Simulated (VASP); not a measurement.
Consider the following.

```
Pd
1.0
    2.76814     0.00000     0.00000
    0.00000     2.76814     0.00000
    0.00000     0.00000    26.83967
Pd
6
Direct
  0.00000   0.50000   0.31936
  0.50000   0.00000   0.39140
  0.00000   0.50000   0.46369
  0.50000   0.00000   0.53631
  0.00000   0.50000   0.60860
  0.50000   0.00000   0.68064
```

Computed with r2SCAN meta-GGA, VASP's PBE PAW potentials (set 64) (plane waves; VASP). Numerical set-up: PREC = Normal, 400 eV cut-off, 10×10×1 Γ-centred mesh, first-order Methfessel-Paxton smearing of 0.10 eV, potentials Pd.

Question: Predict the energy per atom (σ→0), band gap (on the k-mesh) with the smallest direct gap where there is one.

Answer: 
```yaml
band gap (on the k-mesh): none (metal, semimetal or under 0.01 eV)
energy per atom (σ→0): -22.676 eV/atom
```

The absolute energy has meaning only against runs of the same code, potentials and settings.

The cell is a thin slab with vacuum, built from Pd (fcc): (100) face.
